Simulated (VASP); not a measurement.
# Quasiparticle energies of MgO (Periclase) in VASP, part 2 of 4

Wanted: how far GW moves the Kohn-Sham levels of MgO (Periclase). The cell is of the rock-salt type, one of the forms listed for this formula. The start is a cell from a database of measured crystal structures.

VASP 6.6.1, plane waves and PAW; the level of theory is named at each step.

So far, quasiparticle gap on the mesh (eV): step 3 (G0W0, bands in the sums 24) 7.09.

The database entry behind the starting cell differs from later determinations by our own check (about 0.1 % long), so it need not match the best structure at ambient conditions.

### 4. Empty bands

This step: PBE; plane waves and PAW (Mg_GW, O_GW) (VASP 6.6.1).

The empty bands are made again, for the run that follows.

INCAR

```
SYSTEM = MgO
PREC = Accurate
ENCUT = 440
ISMEAR = 0
SIGMA = 0.01
LREAL = .FALSE.
GGA = PE
NBANDS = 32
ALGO = Exact
NELM = 1
LWAVE = .TRUE.
LCHARG = .FALSE.
LOPTICS = .TRUE.
NEDOS = 1000
CSHIFT = 0.1
```

POSCAR

```
MgO
1.0
    0.0000000000      2.1085000000      2.1085000000
    2.1085000000      0.0000000000      2.1085000000
    2.1085000000      2.1085000000      0.0000000000
Mg O
1 1
Direct
    0.0000000000      0.0000000000      0.0000000000
    0.5000000000      0.5000000000      0.5000000000
```

KPOINTS

```
Automatic mesh
0
Gamma
4 4 4
0 0 0
```

Potentials, in the order of the species: Mg_GW and O_GW (PBE family, release 64).

On the command line:

```console
$ mpirun -np 8 vasp_std
```

The log of the run:

```text
[banner, memory and clock lines left out]
running    8 mpi-ranks, on    1 nodes
[...]
[... a notice as in an earlier step ...]

 LDA part: xc-table for (Slater+PW92), standard interpolation
 found WAVECAR, reading the header
  number of bands has changed, file:    10 present:    32
  trying to continue reading WAVECAR, but it might fail
 POSCAR, INCAR and KPOINTS ok, starting setup
[...]
reading WAVECAR
 random initialization beyond band           10
 the WAVECAR file was read successfully
 initial charge from wavefunction
 entering main loop
       N       E                     dE             d eps       ncg     rms          rms(c)
DIA:   1    -0.119058637915E+02   -0.11906E+02    0.00000E+00     0   0.000E+00
   1 F= -.11905864E+02 E0= -.11905864E+02  d E =-.127129E-28
 writing wavefunctions
 optical routines
 imaginary and real dielectric function
 recalculating local potential from charge density
 direction            1
 direction            2
 direction            3
```

Wall time 1.2 s (8 MPI ranks of Intel Xeon 6975P-C (Granite Rapids), shared host); peak memory 0.82 GiB.

OUTCAR, selected parts (step 4):

```text
 POSITION                                       TOTAL-FORCE (eV/Angst)
 -----------------------------------------------------------------------------------
      0.00000      0.00000      0.00000         0.000000     -0.000000      0.000000
      2.10850      2.10850      2.10850        -0.000000      0.000000     -0.000000
 -----------------------------------------------------------------------------------
    total drift:                                0.000000      0.000000      0.000000

  FREE ENERGIE OF THE ION-ELECTRON SYSTEM (eV)
  ---------------------------------------------------
  free  energy   TOTEN  =       -11.9058637915 eV

  energy  without entropy=      -11.9058637915  energy(sigma->0) =      -11.90586379

[... 2 parts as in an earlier step ...]

[... 2 further parts left out ...]
[key lines of the parts left out:]
E-fermi :   3.2494
```

WAVECAR now holds 32 bands for 8 electrons.

### 5. G0W0, bands in the sums 32

This step: G0W0 on PBE; plane waves and PAW (Mg_GW, O_GW) (VASP 6.6.1).

The sums now run over 32 bands at the same response cutoff.

INCAR

```
SYSTEM = MgO
PREC = Accurate
ENCUT = 440
ISMEAR = 0
SIGMA = 0.01
LREAL = .FALSE.
GGA = PE
NBANDS = 32
ALGO = EVGW0
NELMGW = 1
ENCUTGW = 200
NOMEGA = 64
PRECFOCK = Fast
NBANDSGW = 16
LWAVE = .FALSE.
LCHARG = .FALSE.
```

POSCAR is that of step 4.

KPOINTS is that of step 4.

On the command line:

```console
$ mpirun -np 8 vasp_std
```

The log of the run:

```text
[banner, memory and clock lines left out]
running    8 mpi-ranks, on    1 nodes
[...]
[... a notice as in an earlier step ...]

 [... a notice as in an earlier step ...]

 LDA part: xc-table for (Slater+PW92), standard interpolation
 found WAVECAR, reading the header
 POSCAR, INCAR and KPOINTS ok, starting setup
[...]
reading WAVECAR
 the WAVECAR file was read successfully
 initial charge from wavefunction
 available memory per node:     62.71 GB, setting MAXMEM to     64212

 The Fermi energy was updated, please check that it is located mid-gap
 values below the HOMO (VB) or above the LUMO (CB) will cause erroneous energies
 E-fermi :   5.5147

 calculate exact exchange contribution
 the WAVEDER file was read successfully
energies w=
    0.000    0.000    0.641    0.000    1.281    0.000    1.919    0.000
    2.551    0.000    3.179    0.000    3.800    0.000    4.414    0.000
    5.020    0.000    5.618    0.000    6.208    0.000    6.790    0.000
[...]
total number of BLAS operations         14.21 Gflops
NQ=   4    0.2500    0.2500    0.0000,
|.........|.........|.........|.........|.........|.........|.........|.........
 performed        173000 updates of chi_q(r,r)
 total number of BLAS operations         20.74 Gflops
NQ=   5    0.5000    0.2500    0.0000,
|.........|.........|.........|.........|.........|.........|.........|.........
 performed        248000 updates of chi_q(r,r)
 total number of BLAS operations         29.32 Gflops
NQ=   6   -0.2500    0.2500    0.0000,
|.........|.........|.........|.........|.........|.........|.........|.........
 performed        313000 updates of chi_q(r,r)
 total number of BLAS operations         37.51 Gflops
NQ=   7    0.5000    0.5000    0.0000,
|.........|.........|.........|.........|.........|.........|.........|.........
 performed        349000 updates of chi_q(r,r)
 total number of BLAS operations         41.48 Gflops
NQ=   8   -0.2500    0.5000    0.2500,
|.........|.........|.........|.........|.........|.........|.........|.........
 performed        402000 updates of chi_q(r,r)
 total number of BLAS operations         47.21 Gflops
 resolving degeneracies of screened two electron integrals

 calculate QP shifts <psi_nk| G(iteration)W_0 |psi_nk>: iteration 1
 entering main loop
```

It took 2.4 s on 8 MPI ranks; peak memory 1 GiB.

OUTCAR, selected parts (step 5):

```text
 QP shifts <psi_nk| G(iteration)W_0 |psi_nk>: iteration 1
 for sc-GW calculations column KS-energies equals QP-energies in previous step
 and V_xc(KS)=  KS-energies - (<T + V_ion + V_H > + <T+V_H+V_ion>^1  + <V_x>^1)
 k-point   1 :       0.0000    0.0000    0.0000
  band No.  KS-energies  QP-energies   sigma(KS)   V_xc(KS)     V^pw_x(r,r')   Z            occupation Imag(sigma)
      1     -14.0781     -15.9594     -20.9476     -18.1235     -29.9032       0.6662       2.0000       1.1762
      2       3.1730       2.1199     -21.0597     -19.7183     -25.3016       0.7851       2.0000       0.0964
      3       3.1730       2.1199     -21.0597     -19.7183     -25.3016       0.7851       2.0000       0.0964
      4       3.1730       2.1199     -21.0597     -19.7183     -25.3016       0.7851       2.0000       0.0964
      5       7.8564       9.2846     -10.4401     -12.1583      -7.2643       0.8313       0.0000      -0.0563
      6      18.9482      20.3939      -7.2752      -9.0243      -3.0494       0.8265       0.0000      -0.0957
      7      18.9482      20.3939      -7.2752      -9.0243      -3.0494       0.8265       0.0000      -0.0957
      8      18.9482      20.3939      -7.2752      -9.0243      -3.0494       0.8265       0.0000      -0.0957
    ...

[... 1 part as in an earlier step ...]

[... 2 further parts left out ...]
[key lines of the parts left out:]
E-fermi :   5.5147
```

The gap is now 7.165 eV, +76 meV against the GW run before.

### 6. Empty bands

This step: PBE; plane waves and PAW (Mg_GW, O_GW) (VASP 6.6.1).

The empty bands are made again, for the run that follows.

INCAR

```
SYSTEM = MgO
PREC = Accurate
ENCUT = 440
ISMEAR = 0
SIGMA = 0.01
LREAL = .FALSE.
GGA = PE
NBANDS = 40
ALGO = Exact
NELM = 1
LWAVE = .TRUE.
LCHARG = .FALSE.
LOPTICS = .TRUE.
NEDOS = 1000
CSHIFT = 0.1
```

POSCAR is that of step 5.

KPOINTS is that of step 5.

On the command line:

```console
$ mpirun -np 8 vasp_std
```

The log of the run:

```text
[banner, memory and clock lines left out]
running    8 mpi-ranks, on    1 nodes
[...]
[... a notice as in an earlier step ...]

 LDA part: xc-table for (Slater+PW92), standard interpolation
 found WAVECAR, reading the header
  number of bands has changed, file:    10 present:    40
  trying to continue reading WAVECAR, but it might fail
 POSCAR, INCAR and KPOINTS ok, starting setup
[...]
reading WAVECAR
 random initialization beyond band           10
 the WAVECAR file was read successfully
 initial charge from wavefunction
 entering main loop
       N       E                     dE             d eps       ncg     rms          rms(c)
[... 1 cycle as in an earlier step ...]
   1 F= -.11905864E+02 E0= -.11905864E+02  d E =-.902125E-16
 writing wavefunctions
 optical routines
 imaginary and real dielectric function
 recalculating local potential from charge density
 direction            1
 direction            2
 direction            3
```

Run time: 1 s. Hardware: 8 MPI ranks; peak memory 0.84 GiB; 4 s of CPU time.

OUTCAR, selected parts (step 6):

```text
  Total       -0.0308325     -0.0308325     -0.0308325     -0.0000000     -0.0000000      0.0000000
  in kB       -2.6349292     -2.6349292     -2.6349292     -0.0000000     -0.0000000      0.0000000
  external PRESSURE =      -2.6349292 kB  Pullay stress =       0.0000000 kB

[... 4 parts as in an earlier step ...]

[... 2 further parts left out ...]
[key lines of the parts left out:]
E-fermi :   3.2266
```

WAVECAR now holds 40 bands for 8 electrons.

### 7. G0W0, bands in the sums 40

This step: G0W0 on PBE; plane waves and PAW (Mg_GW, O_GW) (VASP 6.6.1).

The sums now run over 40 bands at the same response cutoff.

INCAR

```
SYSTEM = MgO
PREC = Accurate
ENCUT = 440
ISMEAR = 0
SIGMA = 0.01
LREAL = .FALSE.
GGA = PE
NBANDS = 40
ALGO = EVGW0
NELMGW = 1
ENCUTGW = 200
NOMEGA = 64
PRECFOCK = Fast
NBANDSGW = 16
LWAVE = .FALSE.
LCHARG = .FALSE.
```

POSCAR is that of step 6.

KPOINTS is that of step 6.

On the command line:

```console
$ mpirun -np 8 vasp_std
```

The log of the run:

```text
[banner, memory and clock lines left out]
running    8 mpi-ranks, on    1 nodes
[...]
[... a notice as in an earlier step ...]

 [... a notice as in an earlier step ...]

 LDA part: xc-table for (Slater+PW92), standard interpolation
 found WAVECAR, reading the header
 POSCAR, INCAR and KPOINTS ok, starting setup
[...]
reading WAVECAR
 the WAVECAR file was read successfully
 initial charge from wavefunction
 available memory per node:     63.42 GB, setting MAXMEM to     64937

 The Fermi energy was updated, please check that it is located mid-gap
 values below the HOMO (VB) or above the LUMO (CB) will cause erroneous energies
 E-fermi :   5.5147

 calculate exact exchange contribution
 the WAVEDER file was read successfully
energies w=
    0.000    0.000    0.640    0.000    1.279    0.000    1.915    0.000
    2.547    0.000    3.174    0.000    3.794    0.000    4.407    0.000
    5.012    0.000    5.609    0.000    6.198    0.000    6.779    0.000
[...]
total number of BLAS operations         17.93 Gflops
NQ=   4    0.2500    0.2500    0.0000,
|.........|.........|.........|.........|.........|.........|.........|.........
 performed        218000 updates of chi_q(r,r)
 total number of BLAS operations         26.16 Gflops
NQ=   5    0.5000    0.2500    0.0000,
|.........|.........|.........|.........|.........|.........|.........|.........
 performed        313000 updates of chi_q(r,r)
 total number of BLAS operations         36.95 Gflops
NQ=   6   -0.2500    0.2500    0.0000,
|.........|.........|.........|.........|.........|.........|.........|.........
 performed        395000 updates of chi_q(r,r)
 total number of BLAS operations         47.25 Gflops
NQ=   7    0.5000    0.5000    0.0000,
|.........|.........|.........|.........|.........|.........|.........|.........
 performed        441000 updates of chi_q(r,r)
 total number of BLAS operations         52.27 Gflops
NQ=   8   -0.2500    0.5000    0.2500,
|.........|.........|.........|.........|.........|.........|.........|.........
 performed        508000 updates of chi_q(r,r)
 total number of BLAS operations         59.49 Gflops
 resolving degeneracies of screened two electron integrals

 calculate QP shifts <psi_nk| G(iteration)W_0 |psi_nk>: iteration 1
 entering main loop
```

Elapsed: 2.6 s, on 8 MPI ranks; peak memory 1 GiB; 15 s of CPU time.

Parts of OUTCAR (step 7):

```text
 QP shifts <psi_nk| G(iteration)W_0 |psi_nk>: iteration 1
 for sc-GW calculations column KS-energies equals QP-energies in previous step
 and V_xc(KS)=  KS-energies - (<T + V_ion + V_H > + <T+V_H+V_ion>^1  + <V_x>^1)
 k-point   1 :       0.0000    0.0000    0.0000
  band No.  KS-energies  QP-energies   sigma(KS)   V_xc(KS)     V^pw_x(r,r')   Z            occupation Imag(sigma)
      1     -14.0781     -16.0289     -21.0469     -18.1235     -29.9032       0.6673       2.0000       1.1707
      2       3.1730       2.0467     -21.1552     -19.7183     -25.3016       0.7839       2.0000       0.0802
      3       3.1730       2.0467     -21.1552     -19.7183     -25.3016       0.7839       2.0000       0.0802
      4       3.1730       2.0467     -21.1552     -19.7183     -25.3016       0.7839       2.0000       0.0802
      5       7.8564       9.2308     -10.5055     -12.1583      -7.2643       0.8316       0.0000      -0.0565
      6      18.9482      20.3099      -7.3762      -9.0243      -3.0494       0.8262       0.0000      -0.0974
      7      18.9482      20.3099      -7.3762      -9.0243      -3.0494       0.8262       0.0000      -0.0974
      8      18.9482      20.3099      -7.3762      -9.0243      -3.0494       0.8262       0.0000      -0.0974
    ...

[... 1 part as in an earlier step ...]

[... 2 further parts left out ...]
[key lines of the parts left out:]
E-fermi :   5.5147
```

The gap is now 7.184 eV, +19 meV against the GW run before.

### 8. Empty bands

This step: PBE; plane waves and PAW (Mg_GW, O_GW) (VASP 6.6.1).

The empty bands are made again, for the run that follows.

INCAR

```
SYSTEM = MgO
PREC = Accurate
ENCUT = 440
ISMEAR = 0
SIGMA = 0.01
LREAL = .FALSE.
GGA = PE
NBANDS = 56
ALGO = Exact
NELM = 1
LWAVE = .TRUE.
LCHARG = .FALSE.
LOPTICS = .TRUE.
NEDOS = 1000
CSHIFT = 0.1
```

POSCAR is that of step 7.

KPOINTS is that of step 7.

On the command line:

```console
$ mpirun -np 8 vasp_std
```

The log of the run:

```text
[banner, memory and clock lines left out]
running    8 mpi-ranks, on    1 nodes
[...]
[... a notice as in an earlier step ...]

 LDA part: xc-table for (Slater+PW92), standard interpolation
 found WAVECAR, reading the header
  number of bands has changed, file:    10 present:    56
  trying to continue reading WAVECAR, but it might fail
 POSCAR, INCAR and KPOINTS ok, starting setup
[...]
reading WAVECAR
 random initialization beyond band           10
 the WAVECAR file was read successfully
 initial charge from wavefunction
 entering main loop
       N       E                     dE             d eps       ncg     rms          rms(c)
[... 1 cycle as in an earlier step ...]
   1 F= -.11905864E+02 E0= -.11905864E+02  d E =-.235311E-68
 writing wavefunctions
 optical routines
 imaginary and real dielectric function
 recalculating local potential from charge density
 direction            1
 direction            2
 direction            3
```

Run time: 1.2 s. Hardware: 8 MPI ranks; peak memory 0.81 GiB.

From OUTCAR (step 8):

```text
  Total       -0.0308325     -0.0308325     -0.0308325     -0.0000000      0.0000000      0.0000000
  in kB       -2.6349292     -2.6349292     -2.6349292     -0.0000000      0.0000000      0.0000000
  external PRESSURE =      -2.6349292 kB  Pullay stress =       0.0000000 kB

 POSITION                                       TOTAL-FORCE (eV/Angst)
 -----------------------------------------------------------------------------------
      0.00000      0.00000      0.00000         0.000000     -0.000000     -0.000000
      2.10850      2.10850      2.10850        -0.000000      0.000000      0.000000
 -----------------------------------------------------------------------------------
    total drift:                                0.000000      0.000000      0.000000

[... 3 parts as in an earlier step ...]

[... 2 further parts left out ...]
[key lines of the parts left out:]
E-fermi :   3.2954
```

WAVECAR now holds 56 bands for 8 electrons.

### 9. G0W0, bands in the sums 56

This step: G0W0 on PBE; plane waves and PAW (Mg_GW, O_GW) (VASP 6.6.1).

The sums now run over 56 bands at the same response cutoff.

INCAR

```
SYSTEM = MgO
PREC = Accurate
ENCUT = 440
ISMEAR = 0
SIGMA = 0.01
LREAL = .FALSE.
GGA = PE
NBANDS = 56
ALGO = EVGW0
NELMGW = 1
ENCUTGW = 200
NOMEGA = 64
PRECFOCK = Fast
NBANDSGW = 16
LWAVE = .FALSE.
LCHARG = .FALSE.
```

POSCAR is that of step 8.

KPOINTS is that of step 8.

On the command line:

```console
$ mpirun -np 8 vasp_std
```

The log of the run:

```text
[banner, memory and clock lines left out]
running    8 mpi-ranks, on    1 nodes
[...]
[... a notice as in an earlier step ...]

 [... a notice as in an earlier step ...]

 LDA part: xc-table for (Slater+PW92), standard interpolation
 found WAVECAR, reading the header
 POSCAR, INCAR and KPOINTS ok, starting setup
[...]
reading WAVECAR
 the WAVECAR file was read successfully
 initial charge from wavefunction
 available memory per node:     63.19 GB, setting MAXMEM to     64706

 The Fermi energy was updated, please check that it is located mid-gap
 values below the HOMO (VB) or above the LUMO (CB) will cause erroneous energies
 E-fermi :   5.5147

 calculate exact exchange contribution
 the WAVEDER file was read successfully
energies w=
    0.000    0.000    0.642    0.000    1.283    0.000    1.922    0.000
    2.555    0.000    3.184    0.000    3.806    0.000    4.421    0.000
    5.028    0.000    5.628    0.000    6.218    0.000    6.801    0.000
[...]
total number of BLAS operations         25.38 Gflops
NQ=   4    0.2500    0.2500    0.0000,
|.........|.........|.........|.........|.........|.........|.........|.........
 performed        310000 updates of chi_q(r,r)
 total number of BLAS operations         37.00 Gflops
NQ=   5    0.5000    0.2500    0.0000,
|.........|.........|.........|.........|.........|.........|.........|.........
 performed        444000 updates of chi_q(r,r)
 total number of BLAS operations         52.20 Gflops
NQ=   6   -0.2500    0.2500    0.0000,
|.........|.........|.........|.........|.........|.........|.........|.........
 performed        560000 updates of chi_q(r,r)
 total number of BLAS operations         66.73 Gflops
NQ=   7    0.5000    0.5000    0.0000,
|.........|.........|.........|.........|.........|.........|.........|.........
 performed        626000 updates of chi_q(r,r)
 total number of BLAS operations         73.83 Gflops
NQ=   8   -0.2500    0.5000    0.2500,
|.........|.........|.........|.........|.........|.........|.........|.........
 performed        720000 updates of chi_q(r,r)
 total number of BLAS operations         84.03 Gflops
 resolving degeneracies of screened two electron integrals

 calculate QP shifts <psi_nk| G(iteration)W_0 |psi_nk>: iteration 1
 entering main loop
```

Run time: 2.8 s. Hardware: 8 MPI ranks; peak memory 1 GiB.

OUTCAR, selected parts (step 9):

```text
 QP shifts <psi_nk| G(iteration)W_0 |psi_nk>: iteration 1
 for sc-GW calculations column KS-energies equals QP-energies in previous step
 and V_xc(KS)=  KS-energies - (<T + V_ion + V_H > + <T+V_H+V_ion>^1  + <V_x>^1)
 k-point   1 :       0.0000    0.0000    0.0000
  band No.  KS-energies  QP-energies   sigma(KS)   V_xc(KS)     V^pw_x(r,r')   Z            occupation Imag(sigma)
      1     -14.0781     -16.1107     -21.1506     -18.1235     -29.9032       0.6715       2.0000       1.1357
      2       3.1730       1.9474     -21.2860     -19.7183     -25.3016       0.7818       2.0000       0.0740
      3       3.1730       1.9474     -21.2860     -19.7183     -25.3016       0.7818       2.0000       0.0740
      4       3.1730       1.9474     -21.2860     -19.7183     -25.3016       0.7818       2.0000       0.0740
      5       7.8564       9.1701     -10.5809     -12.1583      -7.2643       0.8328       0.0000      -0.0575
      6      18.9482      20.2196      -7.4825      -9.0243      -3.0494       0.8246       0.0000      -0.0993
      7      18.9482      20.2196      -7.4825      -9.0243      -3.0494       0.8246       0.0000      -0.0993
      8      18.9482      20.2196      -7.4825      -9.0243      -3.0494       0.8246       0.0000      -0.0993
    ...

[... 1 part as in an earlier step ...]

[... 2 further parts left out ...]
[key lines of the parts left out:]
E-fermi :   5.5147
```

The gap is now 7.223 eV, +39 meV against the GW run before.

[end of part 2 of 4]

[Lines on the potential files, build, host, timing and source positions are cut from VASP's logs without a mark.]

[Logs are printed without paths, hosts, clocks, repeated set-up lines and the standing remarks that a program may print on its own settings, such as how far it seeks lower states.]

[Hosts, paths, dates, database ids (printed as entryN), source tags and the programs' standing remarks are cut or masked in the printed files.]

[Pressures printed for these runs are not shown converged in the cutoff: they can be off by several GPa and have the wrong sign.]
